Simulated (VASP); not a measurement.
The input files of a VASP run:

**KPOINTS**
```
K-points
0
Gamma
 5 5 3
```

### POSCAR
```
MgTe
1
    2.3019690000    -3.9209530000     0.0000000000
    2.3019690000     3.9209530000     0.0000000000
    0.0000000000     0.0000000000     7.2347810000
Mg Te
2 2
Direct
  0.6666670000   0.3333330000   0.5000000000
  0.3333330000   0.6666670000   0.0000000000
  0.6666670000   0.3333330000   0.8760000000
  0.3537870000   0.6871210000   0.3760000000
```

**INCAR**
```
ALGO  =  Normal
EDIFF  =  1E-6
ENCUT  =  400
GGA  =  PE
ISIF  =  2
ISMEAR  =  0
LASPH  =  .TRUE.
LCHARG  =  .FALSE.
LMAXMIX  =  4
LREAL  =  .FALSE.
LWAVE  =  .FALSE.
NELM  =  100
PREC  =  Accurate
SIGMA  =  0.02
SYSTEM  =  MgTe
```

POTCAR, in this order: Mg Te (PBE.64 set). Program: vasp_std.

Translate this PBE calculation to Quantum ESPRESSO's pw.x.

One equivalent input (not run):
```
&CONTROL
  calculation = 'scf'
  pseudo_dir = './pseudo'
  outdir = './out'
  tprnfor = .true.
  tstress = .true.
/
&SYSTEM
  ibrav = 0
  nat = 4
  ntyp = 2
  ecutwfc = 84
  occupations = 'smearing'
  smearing = 'gaussian'
  degauss = 0.00147
  input_dft = 'pbe'
/
&ELECTRONS
  conv_thr = 7.3e-08
  electron_maxstep = 100
/
ATOMIC_SPECIES
  Mg 24.305 Mg.upf
  Te 127.600 Te.upf
CELL_PARAMETERS angstrom
     2.3019690   -3.9209530    0.0000000
     2.3019690    3.9209530    0.0000000
     0.0000000    0.0000000    7.2347810
ATOMIC_POSITIONS crystal
  Mg   0.6666670  0.3333330  0.5000000
  Mg   0.3333330  0.6666670  0.0000000
  Te   0.6666670  0.3333330  0.8760000
  Te   0.3537870  0.6871210  0.3760000
K_POINTS automatic
  5 5 3 0 0 0
```
The two are equivalent in intent, not identical: the potentials are each code's own (VASP's PAW set, PseudoDojo norm-conserving files in pw.x), so ENCUT and ecutwfc are chosen apart and not converted; conv_thr bounds pw.x's estimated SCF error, while EDIFF bounds the energy change between steps.

The compound is MgTe in the wurtzite structure. The cell was not relaxed at this level, atoms are displaced from their ideal sites. The run is one of a series of settings (SIGMA = 0.02 against the base run), some of them coarse on purpose.
